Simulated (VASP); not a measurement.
Consider the following.

```
KF
1.0
    0.00000     2.69865     2.69477
    2.70281     0.00000     2.69477
    2.70281     2.69865     0.00000
K F
1 1
Cartesian
  0.00000   0.00000   0.00000
  2.72371   2.69865   2.69477
```

Method: PBE GGA with spin-orbit coupling, VASP's PBE PAW potentials (set 64) (plane waves; VASP). Numerical set-up: 520 eV cut-off, 8×8×8 Γ-centred mesh, Gaussian smearing of 0.050 eV, potentials K_sv F.

**Question.** What does the run give for the energy per atom (σ→0), band gap (on the k-mesh) with the smallest direct gap where there is one?

**Answer.** 
* **band gap (on the k-mesh)**: 5.99 eV
* **smallest direct gap (on the k-mesh)**: 5.99 eV
* **energy per atom (σ→0)**: -4.151 eV/atom

The compound is KF in the rock salt structure. The cell was not relaxed at this level, atoms are displaced from their ideal sites. The run is one of a series of settings (GGA_COMPAT = .FALSE., LSORBIT = .TRUE., MAGMOM = 0 0 0 0 0 0, program vasp_ncl against the base run), some of them coarse on purpose.
